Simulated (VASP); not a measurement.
Data:

```
GaAs
1.0
    0.00000     2.83213     2.83213
    2.83213     0.00000     2.83213
    2.83213     2.83213     0.00000
Ga As
1 1
Direct
  0.03531   0.96469   0.96469
  0.25000   0.25000   0.25000
```

These are r2SCAN meta-GGA, VASP's PBE PAW potentials (set 64) (plane waves; VASP) values and carry that method's errors. Numerical set-up: 480 eV cut-off, 8×8×8 Γ-centred mesh, Gaussian smearing of 0.050 eV, potentials Ga_d As.

Task: Give the force on each atom (eV/Å).

Result: 
| atom | Fx | Fy | Fz |
|---|---|---|---|
| Ga1 | 1.833 | 0.000 | 0.000 |
| As2 | -1.833 | 0.000 | 0.000 |

Task: Give the stress tensor in GPa (positive for a compressed cell).

Result: 
```
 0.40   0.00   0.00
 0.00   1.78  -4.99
 0.00  -4.99   1.78
```
The pressure is its mean diagonal, 1.32 GPa.

The compound is GaAs in the zinc blende structure. This cell was strained or had an atom moved on purpose.
